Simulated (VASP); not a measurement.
A convergence study with VASP on HfC (rock salt): one setting is varied, all else stays as given below, so the limit is that of these other settings.

```
CELL_PARAMETERS angstrom
      0.00000     2.32000     2.32000
      2.32000     0.00000     2.32000
      2.32000     2.32000     0.00000
ATOMIC_POSITIONS crystal
  Hf 0.00000 0.00000 0.00000
  C  0.50000 0.50000 0.50000
```

All values below come from PBE GGA, VASP's PBE PAW potentials (set 64) (plane waves; VASP). The tightest run used: 700 eV cut-off, 23×23×23 Γ-centred mesh, first-order Methfessel-Paxton smearing of 0.10 eV, potentials Hf_pv C.

```json
[
 {"setting": "1×1×1 mesh", "E (eV/atom)": "-0.4785", "pressure (GPa)": "98.63", "irreducible k-points": "1"},
 {"setting": "2×2×2 mesh", "E (eV/atom)": "-9.9175", "pressure (GPa)": "8.35", "irreducible k-points": "3"},
 {"setting": "3×3×3 mesh", "E (eV/atom)": "-10.4090", "pressure (GPa)": "0.97", "irreducible k-points": "4"},
 {"setting": "4×4×4 mesh", "E (eV/atom)": "-10.4876", "pressure (GPa)": "-0.41", "irreducible k-points": "8"},
 {"setting": "5×5×5 mesh", "E (eV/atom)": "-10.4996", "pressure (GPa)": "1.79", "irreducible k-points": "10"},
 {"setting": "6×6×6 mesh", "E (eV/atom)": "-10.5176", "pressure (GPa)": "0.97", "irreducible k-points": "16"}
]
```

Problem. These are the cheaper rows. Estimate the results at 23×23×23 mesh, and how far the last row shown lies from them.

Solution. 
```
quantity        tightest run  last row shown is off by
--------------  ------------  ------------------------
E (eV/atom)         -10.5245                    0.0068
pressure (GPa)          0.98                     -0.01
```

Left out are rungs that failed or repeat a setting and relaxations that didn't move; long series are thinned to 24 rows.

The compound is HfC in the rock salt structure. The cell was not relaxed at this level.
